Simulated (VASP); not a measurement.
Crystal: LiF.

```
Li F
1.0
     0.00000    2.02704    2.02704
     2.02704    0.00000    2.02704
     2.02704    2.02704    0.00000
Li F
1 1
Direct
  0.00000 0.00000 0.00000
  0.50000 0.50000 0.50000
```

The cell was built by a generator and needn't be a form met in nature.

Base run:

- Program: VASP 6.6.1
- Functional: PBE0
- Potentials or basis: VASP PAW PBE potentials, release 64 (Li_sv, F)
- Cutoff: 520 eV
- k mesh: 8 × 8 × 8
- Occupations: gaussian, width 0.02 eV
- Spin: no spin polarisation

Its results: band gap on the k mesh 11.96 eV, direct.

Q: After a change of settings the same cell gave: band gap on the k mesh 11.23 eV, direct. Which change was it?
A. exchange at q = 0 from default to truncated; further incar settings from ALGO = Normal; EDIFF = 1e-07 to ALGO = Normal; EDIFF = 1e-07; NBANDS = 12
B. functional from PBE0 to r2SCAN; k mesh from 8 × 8 × 8 to 12 × 12 × 12
C. functional from PBE0 to HSE06

A: C.

Runs at the PBE level aren't shown here.
